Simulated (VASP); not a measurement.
All values below come from PBE GGA with D3 dispersion (zero damping), VASP's PBE PAW potentials (set 64) (plane waves; VASP).

The input files of a VASP run:

### INCAR
```
SYSTEM  =  Mg
PREC  =  Accurate; ENCUT  =  520; LREAL  =  .FALSE.
LASPH  =  .TRUE.
EDIFF  =  1E-7; NELM  =  100; ALGO  =  Normal
ISMEAR  =  1; SIGMA  =  0.1
GGA  =  PE; IVDW  =  11
IBRION  =  2; NSW  =  30; ISIF  =  4
EDIFFG  =  -0.01
LWAVE  =  .FALSE.; LCHARG  =  .FALSE.
```

File KPOINTS:
```
kpoints
0
Gamma
  13 13 7
0 0 0
```

### POSCAR
```
Mg
1.0
  1.5847533818  -2.7448738112   0.0000000000
  1.5847533818   2.7448738112   0.0000000000
  0.0000000000   0.0000000000   5.0526397841
Mg
2
Cartesian
  1.5847533818   0.9149597670   1.2631599460
  1.5847533818  -0.9149597670   3.7894798381
```

POTCAR, in this order: Mg (PBE.64 set). Program: vasp_std.

Problem. What does the run give for the energy per atom (σ→0), dispersion energy, band gap (on the k-mesh)?

Solution. 
```yaml
energy per atom (σ→0): -1.706 eV/atom
dispersion_energy: -0.418 eV
band gap (on the k-mesh): none (metal, semimetal or under 0.01 eV)
```

### OSZICAR
```
...
DAV:   4    -0.299422293651E+01   -0.16439E-07   -0.26887E-08   798   0.136E-03
   2 F= -.34125070E+01 E0= -.34119389E+01  d E =-.832324E-03
       N       E                     dE             d eps       ncg     rms          rms(c)
DAV:   1    -0.299482292665E+01   -0.60001E-03   -0.51128E-03  1368   0.388E-01    0.225E-02
DAV:   2    -0.299481998169E+01    0.29450E-05   -0.27610E-05  1152   0.391E-02    0.142E-02
DAV:   3    -0.299481628162E+01    0.37001E-05   -0.50038E-06  1248   0.114E-02    0.267E-04
DAV:   4    -0.299481630386E+01   -0.22245E-07   -0.64823E-08   936   0.210E-03
   3 F= -.34130360E+01 E0= -.34127592E+01  d E =-.136139E-02
```

The compound is Mg in the hcp structure. This run relaxes it. Symmetry was kept, so distortions that lower it aren't found.
